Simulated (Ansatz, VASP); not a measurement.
# CaSc: VASP beside Ansatz

```xyz
2
Lattice="0.0000 3.2319 3.2319 3.2319 0.0000 3.2319 3.2319 3.2319 0.0000" Properties=species:S:1:pos:R:3 pbc="T T T"
Ca    3.2319    3.2319    3.2319
Sc    0.0000    0.0000    0.0000
```

Alike in both runs: functional PBE; k mesh 16 × 16 × 16; occupations gaussian, width 0.1 eV; no spin polarisation.

Ansatz relaxed the structure, and its values are those at the end. VASP's run is a single point on that final structure, the one shown.

```csv
,VASP,Ansatz
version,VASP 6.6.1,Ansatz 0.2.0
potentials or method,"VASP PAW PBE potentials, release 64 (Ca_sv, Sc_sv)","scalar-relativistic, plane waves, PAW"
plane-wave cutoff (eV),520,420
valence electrons in the cell,21,21
```

```csv
,VASP,Ansatz,Ansatz less VASP
gap on the k mesh at the Fermi level (eV),none,none,-
pressure (GPa),0.0,0.0,-0.02
```

A gap of «none» marks a metal or a gap that the smearing closes. The functional is the same, so the differences come from potentials, cutoffs and numerics.
